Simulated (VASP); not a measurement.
Input:

```xyz
6
Lattice="4.2803 0.0000 0.0000 -2.1402 3.7069 0.0000 0.0000 0.0000 10.5092" Properties=species:S:1:pos:R:3 pbc="T T T"
Sn     0.0000     2.4712     6.9744
Sn     2.1402     1.2356     3.5348
Pb     0.0000     0.0000     0.0000
Se     0.0000     2.4712     1.8269
Se     2.1402     1.2356     8.6823
Se     0.0000     0.0000     5.2546
```

All values below come from r2SCAN meta-GGA, VASP's PBE PAW potentials (set 64) (plane waves; VASP). Run with 400 eV cut-off, 7×7×3 Γ-centred mesh, tetrahedra with Blöchl corrections, potentials Sn_d Pb_d Se.

The cores are frozen, which limits the accuracy of field gradients.

### Question
Give the principal components of the electric field gradient (V/Å²) and the asymmetry η at each nucleus.

### Answer

```
atom   Vxx   Vyy    Vzz     η
----  ----  ----  -----  ----
Sn1    1.4   1.4   -2.8  0.00
Sn2    1.4   1.4   -2.8  0.00
Pb3    6.4   6.4  -12.8  0.00
Se4   -2.0  -2.0    4.0  0.00
Se5   -2.0  -2.0    4.0  0.00
Se6    3.5   3.5   -7.0  0.00
```

The structure comes from a computed database's Sn2PbSe3 entry (P-3m1); how it stands against other phases isn't given here. It was relaxed first.
